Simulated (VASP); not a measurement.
OSZICAR of a VASP run on PtS$_{2}$ (1T layered):

File OSZICAR:
```
       N       E                     dE             d eps       ncg     rms          rms(c)
DAV:   1     0.130356327003E+03    0.13036E+03   -0.97665E+03   600   0.124E+03
DAV:   2    -0.807212292866E+01   -0.13843E+03   -0.13476E+03   761   0.237E+02
DAV:   3    -0.156429681214E+02   -0.75708E+01   -0.75266E+01   768   0.621E+01
DAV:   4    -0.157641034114E+02   -0.12114E+00   -0.12109E+00   834   0.831E+00
DAV:   5    -0.157672316683E+02   -0.31283E-02   -0.31281E-02   817   0.127E+00    0.173E+01
DAV:   6    -0.146903536659E+02    0.10769E+01   -0.77923E+00   600   0.287E+01    0.116E+01
DAV:   7    -0.144599176709E+02    0.23044E+00   -0.14472E+00   600   0.134E+01    0.551E+00
DAV:   8    -0.144470923638E+02    0.12825E-01   -0.10337E-01   733   0.241E+00    0.113E+00
DAV:   9    -0.144417141474E+02    0.53782E-02   -0.17567E-02   712   0.150E+00    0.261E-01
DAV:  10    -0.144421767233E+02   -0.46258E-03   -0.30388E-03   817   0.394E-01    0.953E-02
DAV:  11    -0.144422328855E+02   -0.56162E-04   -0.10271E-04   743   0.955E-02    0.500E-02
DAV:  12    -0.144422419179E+02   -0.90324E-05   -0.29019E-05   838   0.463E-02    0.165E-02
DAV:  13    -0.144422437151E+02   -0.17972E-05   -0.54532E-06   733   0.190E-02    0.502E-03
DAV:  14    -0.144422440506E+02   -0.33547E-06   -0.55452E-07   622   0.612E-03
   1 F= -.14442244E+02 E0= -.14442244E+02  d E =-.144422E+02
```

Problem. Which electronic solver shows in the log?

Solution. It is blocked Davidson (ALGO = Normal, or the opening steps of other solvers). The INCAR had ALGO = Normal.

Problem. Can the final energy be trusted as converged?

Solution. The run converged. It stopped with EDIFF = 1E-6, NELM = 100, NSW = 60 and EDIFFG = -0.02 after 1 ionic step (revPBE GGA, plane waves, VASP's PBE PAW potentials (set 64)). Without a dispersion term in the relaxation, distances and binding between the weakly bound layers, chains or molecules are unreliable, and so is what depends on them.

The compound is PtS2 in the 1T layered structure. It was relaxed first, which changed the volume by +53 %. The start is the result of an earlier pass.
